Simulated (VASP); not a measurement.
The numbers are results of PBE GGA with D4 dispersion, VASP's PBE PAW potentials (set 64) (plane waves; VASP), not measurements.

Input for VASP

KPOINTS:
```
k-points along high-symmetry lines
15
Line-mode
Reciprocal
  0.000000   0.000000   0.000000 ! GAMMA
  0.500000   0.000000   0.500000 ! X

  0.500000   0.000000   0.500000 ! X
  0.625000   0.250000   0.625000 ! U

  0.375000   0.375000   0.750000 ! K
  0.000000   0.000000   0.000000 ! GAMMA

  0.000000   0.000000   0.000000 ! GAMMA
  0.500000   0.500000   0.500000 ! L

  0.500000   0.500000   0.500000 ! L
  0.500000   0.250000   0.750000 ! W

  0.500000   0.250000   0.750000 ! W
  0.500000   0.000000   0.500000 ! X
```

INCAR:
```
! general
SYSTEM  = AgCl
PREC    = Accurate
ENCUT   = 520
LREAL   = .FALSE.
LASPH   = .TRUE.
ICHARG  = 11

! electronic loop
EDIFF   = 1E-7
NELM    = 100
ALGO    = Normal
LMAXMIX = 4

! smearing
ISMEAR  = 0
SIGMA   = 0.05

! functional
GGA     = PE
IVDW    = 13

! output
LWAVE   = .FALSE.
LCHARG  = .FALSE.
LORBIT  = 11
```

### POSCAR
```
AgCl
3.8968140
  0.0000000000   0.7071067385   0.7071067385
  0.7071067385   0.0000000000   0.7071067385
  0.7071067385   0.7071067385   0.0000000000
Ag Cl
1 1
Cartesian
  0.0000000000   0.0000000000   0.0000000000
  0.7071067385   0.7071067385   0.7071067385
```

POTCAR, in this order: Ag Cl (PBE.64 set). Program: vasp_std. Read from the step before: CHGCAR.

The resulting files:

**OUTCAR**
```
 ion  position               nearest neighbor table
   1  0.000  0.000  0.000-   2 2.76   2 2.76   2 2.76   2 2.76   2 2.76   2 2.76
   2  0.500  0.500  0.500-   1 2.76   1 2.76   1 2.76   1 2.76   1 2.76   1 2.76
  LATTYP: Found a face centered cubic cell.
 ALAT       =     5.5109268764
 Subroutine PRICEL returns:
 Original cell was already a primitive cell.
 Subroutine GETGRP returns: Found 48 space group operations
The static configuration has the point symmetry O_h .
The dynamic configuration has the point symmetry O_h .
 Subroutine INISYM returns: Found 48 space group operations
   k-points           NKPTS =     90   k-points in BZ     NKDIM =     90   number of bands    NBANDS=     13
   number of dos      NEDOS =    301   number of ions     NIONS =      2
   total plane-waves  NPLWV =  27000
   dimension x,y,z NGX =    30 NGY =   30 NGZ =   30
   dimension x,y,z NGXF=    60 NGYF=   60 NGZF=   60
   ions per type =               1   1
   PREC   = accura    normal or accurate (medium, high low for compatibility)
   ISTART =      0    job   : 0-new  1-cont  2-samecut
   ICHARG =     11    charge: 1-file 2-atom 10-const
   ISPIN  =      1    spin polarized calculation?
   LNONCOLLINEAR =      F non collinear calculations
   LSORBIT =      F    spin-orbit coupling
   INIWAV =      1    electr: 0-lowe 1-rand  2-diag
   ENCUT  =  520.0 eV  38.22 Ry    6.18 a.u.   7.25  7.25  7.25*2*pi/ulx,y,z
   NELM   =    100;   NELMIN=  2; NELMDL= -5     # of ELM steps
   EDIFF  = 0.1E-06   stopping-criterion for ELM
   LREAL  =      F    real-space projection
   NLSPLINE    = F    spline interpolate recip. space projectors
   LMAXMIX     =    4 max onsite mixed and CHGCAR
   VOSKOWN=      0    Vosko Wilk Nusair interpolation
   EDIFFG = 0.1E-05   stopping-criterion for IOM
   NSW    =      0    number of steps for IOM
   NBLOCK =      1;   KBLOCK =      1    inner block; outer block
   IBRION =     -1    ionic relax: 0-MD 1-quasi-New 2-CG
   NFREE  =      0    steps in history (QN), initial steepest desc. (CG)
   ISIF   =      2    stress and relaxation
   ISYM   =      2    0-nonsym 1-usesym 2-fastsym
   TEIN   =    0.0    initial temperature
   TEBEG  =    0.0;   TEEND  =   0.0 temperature during run
...
```

**OSZICAR**
```
       N       E                     dE             d eps       ncg     rms          rms(c)
DAV:   1     0.100577683359E+03    0.10058E+03   -0.89457E+03  2412   0.125E+03
DAV:   2    -0.151166292872E+01   -0.10209E+03   -0.95600E+02  2795   0.256E+02
DAV:   3    -0.543782472625E+01   -0.39262E+01   -0.39143E+01  2760   0.532E+01
DAV:   4    -0.546884624806E+01   -0.31022E-01   -0.31017E-01  2730   0.527E+00
DAV:   5    -0.546927986847E+01   -0.43362E-03   -0.43362E-03  2700   0.621E-01
DAV:   6    -0.546928802710E+01   -0.81586E-05   -0.81586E-05  2805   0.847E-02
DAV:   7    -0.546928820099E+01   -0.17389E-06   -0.17389E-06  2740   0.124E-02
DAV:   8    -0.546928820426E+01   -0.32728E-08   -0.32993E-08  1855   0.186E-03
   1 F= -.61562987E+01 E0= -.61562987E+01  d E =-.722272E-14
```

OUTCAR:
```
 val. band max:        4.0634381849   @ k =   0.5000   0.5000   0.5000

 cond. band min:       4.9684972002   @ k =   0.0000   0.0000   0.0000



 k-point     1 :       0.0000    0.0000    0.0000
  band No.  band energies     occupation
      1     -11.2157      2.00000
      2       1.5455      2.00000
      3       1.5455      2.00000
      4       1.5455      2.00000
      5       1.5876      2.00000
      6       1.5876      2.00000
      7       1.6606      2.00000
      8       1.6606      2.00000
      9       1.6606      2.00000
     10       4.9685      0.00000
     11      14.9099      0.00000
     12      14.9099      0.00000
     13      14.9099      0.00000

 k-point     2 :       0.0357    0.0000    0.0357
  band No.  band energies     occupation
      1     -11.2086      2.00000
      2       1.2505      2.00000
      3       1.4570      2.00000
      4       1.4570      2.00000
      5       1.5412      2.00000
      6       1.5901      2.00000
      7       1.7500      2.00000
      8       1.7500      2.00000
      9       1.9517      2.00000
     10       5.0625      0.00000
     11      14.7470      0.00000
     12      14.8465      0.00000
     13      14.8465      0.00000

 k-point     3 :       0.0714    0.0000    0.0714
  band No.  band energies     occupation
      1     -11.1877      2.00000
      2       0.8642      2.00000
      3       1.3344      2.00000
      4       1.3344      2.00000
      5       1.5283      2.00000
      6       1.5973      2.00000
      7       1.8746      2.00000
      8       1.8746      2.00000
      9       2.2090      2.00000
     10       5.3320      0.00000
     11      14.4065      0.00000
     12      14.6918      0.00000
     13      14.6918      0.00000

 k-point     4 :       0.1071    0.0000    0.1071
  band No.  band energies     occupation
      1     -11.1545      2.00000
      2       0.4901      2.00000
      3       1.2187      2.00000
      4       1.2187      2.00000
...
```

The density is held fixed in this step, so its total energy and stress have no physical meaning.

The compound is AgCl in the rock salt structure. It was relaxed first.
